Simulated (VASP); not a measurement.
Consider the following.

```
CELL_PARAMETERS angstrom
      0.00000     2.79497     2.79497
      2.79497     0.00000     2.79497
     11.31241    11.31241    -0.13251
ATOMIC_POSITIONS crystal
  Zn 0.98531 0.98531 0.01102
  Zn 0.01289 0.01289 0.24033
  S  0.24848 0.24848 0.06364
  S  0.27596 0.27596 0.29303
  S  0.24546 0.24546 0.56591
  S  0.21908 0.21908 0.83569
  Hg 0.02069 0.02069 0.48448
  Hg 0.99213 0.99213 0.75590
```

Calculation: PBEsol GGA, VASP's PBE PAW potentials (set 64) (plane waves; VASP 6.6.1). Run with 400 eV cut-off, 8×8×2 Γ-centred mesh, tetrahedra with Blöchl corrections, potentials Zn S Hg.

The cores are frozen, which limits the accuracy of field gradients.

Question: Give the principal components of the electric field gradient (V/Å²) and the asymmetry η at each nucleus.

Answer: 
| atom | Vxx | Vyy | Vzz | η |
|---|---|---|---|---|
| Zn1 | 4.8 | 4.8 | -9.6 | 0.00 |
| Zn2 | 6.6 | 6.6 | -13.2 | 0.00 |
| S3 | 7.5 | 7.5 | -15.1 | 0.00 |
| S4 | -9.8 | -9.8 | 19.6 | 0.00 |
| S5 | -22.2 | -22.2 | 44.3 | 0.00 |
| S6 | -5.0 | -5.0 | 10.0 | 0.00 |
| Hg7 | 30.5 | 30.5 | -61.0 | 0.00 |
| Hg8 | 19.6 | 19.6 | -39.1 | 0.00 |

The structure was generated: Hg2Zn2S4 was put into an ordered model structure (R3m), which need not be its known phase. It was relaxed first.
